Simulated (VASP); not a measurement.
These are PBE GGA, VASP's PBE PAW potentials (set 64) (plane waves; VASP 6.6.1) values and carry that method's errors.

Input for VASP

### POSCAR
```
Er
1
    1.8183455353    -3.1494664002     0.0000000000
    1.8183455353     3.1494664002     0.0000000000
    0.0000000000     0.0000000000     5.5347515766
Er
2
Direct
  0.3333330000   0.6666670000   0.2500000000
  0.6666670000   0.3333330000   0.7500000000
```

KPOINTS:
```
Regular mesh
0
gamma
12 12 6
```

INCAR:
```
SYSTEM = Er
PREC = Accurate; ENCUT = 480; LREAL = .FALSE.
LASPH = .TRUE.
EDIFF = 1E-7; NELM = 100; ALGO = Normal
LMAXMIX = 6
ISMEAR = 1; SIGMA = 0.1
GGA = PE
IBRION = 2; NSW = 30; ISIF = 2
EDIFFG = -0.01
LWAVE = .FALSE.; LCHARG = .FALSE.
```

POTCAR, in this order: Er_3 (PBE.64 set). Program: vasp_std.

What VASP printed:

OSZICAR:
```
       N       E                     dE             d eps       ncg     rms          rms(c)
DAV:   1     0.475144727095E+02    0.47514E+02   -0.83861E+03  3346   0.128E+03
DAV:   2    -0.636970252618E+01   -0.53884E+02   -0.52543E+02  3330   0.527E+02
DAV:   3    -0.887867364425E+01   -0.25090E+01   -0.24014E+01  3598   0.590E+01
DAV:   4    -0.898523906290E+01   -0.10657E+00   -0.10133E+00  3587   0.109E+01
DAV:   5    -0.898942811822E+01   -0.41891E-02   -0.41832E-02  3350   0.187E+00    0.240E+01
DAV:   6    -0.898120182311E+01    0.82263E-02   -0.33369E-02  3313   0.342E+00    0.143E+01
DAV:   7    -0.898885299240E+01   -0.76512E-02   -0.58857E-02  3224   0.450E+00    0.363E-01
DAV:   8    -0.898862344326E+01    0.22955E-03   -0.39318E-03  3244   0.949E-01    0.833E-02
DAV:   9    -0.898863525176E+01   -0.11808E-04   -0.20853E-04  3401   0.195E-01    0.332E-02
DAV:  10    -0.898862879701E+01    0.64547E-05   -0.29799E-05  3360   0.696E-02    0.460E-02
DAV:  11    -0.898862974539E+01   -0.94837E-06   -0.27023E-06  3316   0.202E-02    0.464E-03
DAV:  12    -0.898863005144E+01   -0.30605E-06   -0.22845E-07  2175   0.729E-03    0.199E-03
DAV:  13    -0.898862999476E+01    0.56678E-07   -0.39110E-08  1798   0.815E-03
   1 F= -.89886300E+01 E0= -.89891044E+01  d E =-.898863E+01
```

### OUTCAR
```
------------------------ aborting loop because EDIFF is reached ----------------------------------------
  FORCE on cell =-STRESS in cart. coord.  units (eV):
  Direction    XX          YY          ZZ          XY          YZ          ZX
  --------------------------------------------------------------------------------------
  Total       -0.6064306     -0.6064304     -0.1705125      0.0000000      0.0000000      0.0000000
  in kB      -15.3267539    -15.3267495     -4.3094837      0.0000000      0.0000000      0.0000000
  external PRESSURE =     -11.6543290 kB  Pullay stress =       0.0000000 kB
  volume of cell :       63.39
      direct lattice vectors                 reciprocal lattice vectors
     1.818345535 -3.149466400  0.000000000     0.274975240 -0.158757052  0.000000000
     1.818345535  3.149466400  0.000000000     0.274975240  0.158757052  0.000000000
     0.000000000  0.000000000  5.534751577     0.000000000  0.000000000  0.180676583
 POSITION                                       TOTAL-FORCE (eV/Angst)
 -----------------------------------------------------------------------------------
      1.81835      1.04982      1.38369         0.000000     -0.000000      0.000000
      1.81835     -1.04982      4.15106        -0.000000      0.000000      0.000000
 -----------------------------------------------------------------------------------
    total drift:                               -0.000003      0.000090     -0.000012
  FREE ENERGIE OF THE ION-ELECTRON SYSTEM (eV)
  ---------------------------------------------------
  free  energy   TOTEN  =        -8.9886299948 eV

  energy  without entropy=       -8.9900530625  energy(sigma->0) =       -8.98910435

 reached required accuracy - stopping structural energy minimisation
```
(Selected blocks of OUTCAR.)

The 4f electrons are frozen in the core of the lanthanide potential, so 4f levels, which can set the real gap, and their magnetism are missing.

The compound is Er in the hcp structure. This cell was strained or had an atom moved on purpose.
